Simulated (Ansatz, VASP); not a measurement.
# TiO2 (Anatase): VASP beside Ansatz

One calculation is typed for both programs; each brings its own data sets. How far apart do they land? The cell is taken from a series of runs on this material, whose earlier steps may have relaxed, scaled, displaced or heated it; both programs get it as it stands. Other levels of theory on this material are compared in a session of their own.

Method: plane waves, with VASP 6.6.1 beside it; LDA, in Ansatz 0.2.0.

## Step 1: Set-up

The structure is tetragonal, space group I4_1/amd (No. 141). The conventional cell has a = 3.740 Å, b = 3.740 Å, c = 9.458 Å, α = 90.00°, β = 90.00°, γ = 90.00°. Nearest to O lie 3 Ti at 1.91 to 1.97 Å. Ti has 6 O at 1.91 to 1.97 Å nearest. Farther neighbours and most contacts between anions are not listed.

## Step 2: VASP: relaxation of cell and atoms, LDA

The relaxed volume is the usual yardstick between codes: in a stiff, nearly cubic crystal its relative difference is about their pressure difference at one cell divided by the bulk modulus.

Lines of VASP's logs that name or quote its potential files are left out, and so is its time.

Input file INCAR:

```
SYSTEM = TiO2
PREC = Accurate
ENCUT = 600
EDIFF = 1E-07
NELM = 120
ISMEAR = 0
SIGMA = 0.01
LREAL = .FALSE.
ALGO = Normal
GGA = PW92
NBANDS = 30
LASPH = .TRUE.
LORBIT = 11
LWAVE = .FALSE.
LCHARG = .FALSE.
ISIF = 3
IBRION = 2
NSW = 80
EDIFFG = -0.005
GGA_COMPAT = .FALSE.
NELMIN = 4
EFERMI = MIDGAP
KPAR = 2
```

Input file POSCAR:

```
TiO2
1.0
   -1.8699300000      1.8699300000      4.7292470000
    1.8699300000     -1.8699300000      4.7292470000
    1.8699300000      1.8699300000     -4.7292470000
O Ti
4 2
Direct
    0.2079444148      0.2079444677      0.9999999471
    0.9579444148      0.4579444677      0.4999999471
    0.5420554265      0.0420554794      0.4999999471
    0.7920554265      0.7920554794      0.9999999471
    0.9999999206      0.9999999736      0.9999999471
    0.7499999206      0.2499999736      0.4999999471
```

Input file KPOINTS:

```
Automatic mesh
0
Gamma
12 12 12
0 0 0
```

The projector-augmented-wave data sets are O and Ti_sv (LDA family, release 64).

On the command line:

```console
> mpirun -np 2 vasp_std
```

Numbers of over 12 decimals in the logs are rounded to 6 here.

The log of the run:

```text
[banner, memory and clock lines left out]
running    2 mpi-ranks, on    1 nodes
 distrk:  each k-point on    1 cores,    2 groups
 distr:  one band on    1 cores,    1 groups

 POSCAR found type information on POSCAR O Ti
 POSCAR found :  2 types and       6 ions
|                                                                             |
|               ----> ADVICE to this user running VASP <----                  |
|                                                                             |
|     You enforced a specific xc type in the INCAR file but a different       |
|     [... a line on the potential file left out ...]
|     I HOPE YOU KNOW WHAT YOU ARE DOING!                                     |
|                                                                             |

 LDA part: xc-table for (Slater(with rela. corr.)+PW92), standard interpolation
 POSCAR, INCAR and KPOINTS ok, starting setup
 FFT: planning ... GRIDC
 FFT: planning ... GRID_SOFT
 FFT: planning ... GRID
 WAVECAR not read
 entering main loop
       N       E                     dE             d eps       ncg     rms          rms(c)
DAV:   1     0.707697086963E+03    0.70770E+03   -0.26899E+04  9780   0.206E+03
DAV:   2     0.429833894996E+02   -0.66471E+03   -0.63335E+03 10494   0.580E+02
DAV:   3    -0.699808641535E+02   -0.11296E+03   -0.11002E+03 14522   0.213E+02
DAV:   4    -0.752068350998E+02   -0.52260E+01   -0.52193E+01 13944   0.470E+01
DAV:   5    -0.754147879518E+02   -0.20795E+00   -0.20790E+00 13326   0.762E+00    0.328E+01
DAV:   6    -0.594538941628E+02    0.15961E+02   -0.10040E+02 12696   0.979E+01    0.118E+01
DAV:   7    -0.590828395015E+02    0.37105E+00   -0.14892E+01 12714   0.322E+01    0.888E+00
DAV:   8    -0.589786006465E+02    0.10424E+00   -0.28223E+00 11892   0.174E+01    0.337E+00
DAV:   9    -0.588626669346E+02    0.11593E+00   -0.76309E-01 12162   0.841E+00    0.993E-01
DAV:  10    -0.588686761324E+02   -0.60092E-02   -0.92729E-02 11534   0.249E+00    0.454E-01
DAV:  11    -0.588648523821E+02    0.38238E-02   -0.21974E-02 11150   0.956E-01    0.778E-02
DAV:  12    -0.588649703482E+02   -0.11797E-03   -0.18036E-03 11548   0.466E-01    0.127E-01
DAV:  13    -0.588648451458E+02    0.12520E-03   -0.45167E-04 11938   0.234E-01    0.253E-02
DAV:  14    -0.588648451112E+02    0.34604E-07   -0.49361E-05 13560   0.641E-02    0.117E-02
DAV:  15    -0.588648448277E+02    0.28352E-06   -0.97983E-06 12634   0.334E-02    0.371E-03
DAV:  16    -0.588648447206E+02    0.10707E-06   -0.66674E-07 11594   0.888E-03    0.200E-03
DAV:  17    -0.588648446989E+02    0.21700E-07   -0.15863E-07  5822   0.420E-03
   1 F= -.58864845E+02 E0= -.58864845E+02  d E =-.588648E+02
[...]
2 F= -.58864419E+02 E0= -.58864419E+02  d E =0.425284E-03
[...]
3 F= -.58865236E+02 E0= -.58865236E+02  d E =-.391110E-03
[...]
4 F= -.58865236E+02 E0= -.58865236E+02  d E =-.390954E-03
[...]
5 F= -.58865244E+02 E0= -.58865244E+02  d E =-.852243E-05
[...]
6 F= -.58865246E+02 E0= -.58865246E+02  d E =-.995392E-05
[...]
7 F= -.58865252E+02 E0= -.58865252E+02  d E =-.604962E-05
 trial-energy change:   -0.000006  1 .order   -0.000006   -0.000007   -0.000005
 step:   2.0514(harm=  2.0514)  dis= 0.00094  next Energy=   -58.865259 (dE=-0.131E-04)
 bond charge predicted
       N       E                     dE             d eps       ncg     rms          rms(c)
DAV:   1    -0.588652656194E+02   -0.13948E-04   -0.12121E-02  9780   0.826E-01    0.420E-02
DAV:   2    -0.588652716474E+02   -0.60280E-05   -0.38025E-04 10502   0.140E-01    0.238E-02
DAV:   3    -0.588652601439E+02    0.11504E-04   -0.27738E-05 11454   0.459E-02    0.479E-03
DAV:   4    -0.588652600334E+02    0.11046E-06   -0.32031E-06 11974   0.142E-02    0.215E-03
DAV:   5    -0.588652600185E+02    0.14911E-07   -0.15159E-07  5980   0.435E-03
   8 F= -.58865260E+02 E0= -.58865260E+02  d E =-.144120E-04
 curvature:  -2.03 expect dE=-0.256E-04 dE for cont linesearch -0.203E-06
 trial: gam= 0.68141 g(F)=  0.510E-06 g(S)=  0.121E-04 ort = 0.159E-05 (trialstep = 0.816E+00)
 search vector abs. value=  0.265E-04
 reached required accuracy - stopping structural energy minimisation
```

OUTCAR, selected parts (step 2):

```text
ion  position               nearest neighbor table
   1  0.208  0.208  1.000-   6 1.91   6 1.91   5 1.97
   2  0.958  0.458  0.500-   5 1.91   5 1.91   6 1.97
   3  0.542  0.042  0.500-   5 1.91   5 1.91   6 1.97
   4  0.792  0.792  1.000-   6 1.91   6 1.91   5 1.97
   5  1.000  1.000  1.000-   3 1.91   2 1.91   2 1.91   3 1.91   4 1.97   1 1.97
   6  0.750  0.250  0.500-   4 1.91   1 1.91   1 1.91   4 1.91   3 1.97   2 1.97

  LATTYP: Found a body centered tetragonal cell.
 ALAT       =     3.7398600000
 C/A-ratio  =     2.5291037632

 Subroutine GETGRP returns: Found 16 space group operations
 (whereof  8 operations were pure point group operations)

The static configuration has the point symmetry D_2d.
 The point group associated with its full space group is D_4h.

 Found    163 irreducible k-points:

   k-points           NKPTS =    163   k-points in BZ     NKDIM =    163   number of bands    NBANDS=     30

   dimension x,y,z NGX =    48 NGY =   48 NGZ =   48
   dimension x,y,z NGXF=    96 NGYF=   96 NGZF=   96

   ENCUT  =  600.0 eV  44.10 Ry    6.64 a.u.  10.82 10.82 10.82*2*pi/ulx,y,z

   NELECT =      48.0000    total number of electrons

 k-points in reciprocal lattice and weights: Automatic mesh
   0.00000000  0.00000000  0.00000000       0.001
   0.08333333 -0.00000000  0.00000000       0.005
   0.16666667  0.00000000  0.00000000       0.005
   0.25000000 -0.00000000  0.00000000       0.005
   0.33333333 -0.00000000  0.00000000       0.005
   0.41666667 -0.00000000  0.00000000       0.005
   0.50000000 -0.00000000  0.00000000       0.002
   0.08333333  0.08333333  0.00000000       0.005
   0.16666667  0.08333333  0.00000000       0.009
[...]
-0.41666667 -0.41666667  0.41666667       0.001
   0.50000000  0.50000000  0.50000000       0.001

 average (electrostatic) potential at core
       1 -71.2716       2 -71.2716       3 -71.2716       4 -71.2716       5 -76.9151
       6 -76.9150

 E-fermi :   4.3727

 k-point     1 :       0.0000    0.0000    0.0000
  band No.  band energies     occupation
    ...
     20       2.5517      2.00000
     21       2.5733      2.00000
     22       2.5733      2.00000
     23       2.8362      2.00000
     24       2.8362      2.00000
     25       5.3989      0.00000
     26       6.1962      0.00000
     27       7.4086      0.00000
     28       7.4086      0.00000
     29       7.4385      0.00000
    ...

 k-point     2 :       0.0833   -0.0000    0.0000
  band No.  band energies     occupation
    ...
     20       2.3938      2.00000
     21       2.5313      2.00000
     22       2.5505      2.00000
     23       2.7148      2.00000
     24       2.8587      2.00000
     25       5.5868      0.00000
     26       6.2242      0.00000
     27       7.1871      0.00000
     28       7.2980      0.00000
     29       7.3819      0.00000
    ...

 k-point     3 :       0.1667    0.0000    0.0000
  band No.  band energies     occupation
    ...
     20       1.9891      2.00000
     21       2.2711      2.00000
     22       2.5371      2.00000
     23       2.6032      2.00000
     24       2.8615      2.00000
     25       6.0115      0.00000
     26       6.3164      0.00000
     27       6.8625      0.00000
     28       7.0910      0.00000
     29       7.3376      0.00000
    ...

  Total       -0.0244513     -0.0244513     -0.0174519      0.0000000      0.0000000      0.0000000
  in kB       -0.5906799     -0.5906799     -0.4215934      0.0000000      0.0000000      0.0000000
  external PRESSURE =      -0.5343177 kB  Pullay stress =       0.0000000 kB

  energy-cutoff  :      600.00
  volume of cell :       66.32
      direct lattice vectors                 reciprocal lattice vectors
    -1.872372199  1.872372199  4.729499307     0.000000000  0.267040923  0.105719436
     1.872372199 -1.872372199  4.729499307     0.267040923  0.000000000  0.105719436
     1.872372199  1.872372199 -4.729499307     0.267040923  0.267040923  0.000000000

 POSITION                                       TOTAL-FORCE (eV/Angst)
 -----------------------------------------------------------------------------------
      1.87237      1.87237     -2.76102         0.000000     -0.000000      0.001625
      0.00000      1.87237      4.33322        -0.000000     -0.000000      0.001625
      0.00000      1.87237      0.39627        -0.000000      0.000000     -0.001625
      1.87237      1.87237      2.76102         0.000000      0.000000     -0.001625
      1.87237      1.87237      4.72950         0.000000      0.000000     -0.000000
      0.00000      1.87237      2.36475        -0.000000     -0.000000     -0.000000
 -----------------------------------------------------------------------------------
    total drift:                               -0.000029      0.000642      0.001034

  FREE ENERGIE OF THE ION-ELECTRON SYSTEM (eV)
  ---------------------------------------------------
  free  energy   TOTEN  =       -58.8652600185 eV

  energy  without entropy=      -58.8652600185  energy(sigma->0) =      -58.86526002

 reached required accuracy - stopping structural energy minimisation

 total charge
# of ion       s       p       d       tot
------------------------------------------
    1        1.559   3.500   0.000   5.059
    2        1.559   3.500   0.000   5.059
    3        1.559   3.500   0.000   5.059
    4        1.559   3.500   0.000   5.059
    5        2.237   6.327   1.815  10.379
    6        2.237   6.327   1.815  10.379
--------------------------------------------------
tot         10.711  26.652   3.631  40.994

[... 3 further parts left out ...]
```

CONTCAR:

```
TiO2
   1.00000000000000
    -1.8723721987291069    1.8723721987291069    4.7294993073599789
     1.8723721987291069   -1.8723721987291069    4.7294993073599789
     1.8723721987291069    1.8723721987291069   -4.7294993073599789
  O               Ti
     4     2
Direct
     0.2081059884259077    0.2081060413259139    0.9999999471000010
     0.9581059884259078    0.4581060413259138    0.4999999471000010
     0.5418938528740880    0.0418939057740871    0.4999999471000010
     0.7918938528740880    0.7918939057740870    0.9999999471000010
     0.9999999205999970    0.9999999735999978    0.9999999471000010
     0.7499999205999970    0.2499999735999978    0.4999999471000010
```

The run keeps the 16 symmetry operations of its start, so it cannot find a distortion of lower symmetry.

[end of part 1 of 2]

[Lines on the potential files, build, host, timing and source positions are cut from VASP's logs without a mark.]

[Logs are printed without paths, hosts, clocks, repeated set-up lines and the standing remarks that a program may print on its own settings, such as how far it seeks lower states.]

[Hosts, paths, dates, database ids (printed as entryN), source tags and the programs' standing remarks are cut or masked in the printed files.]
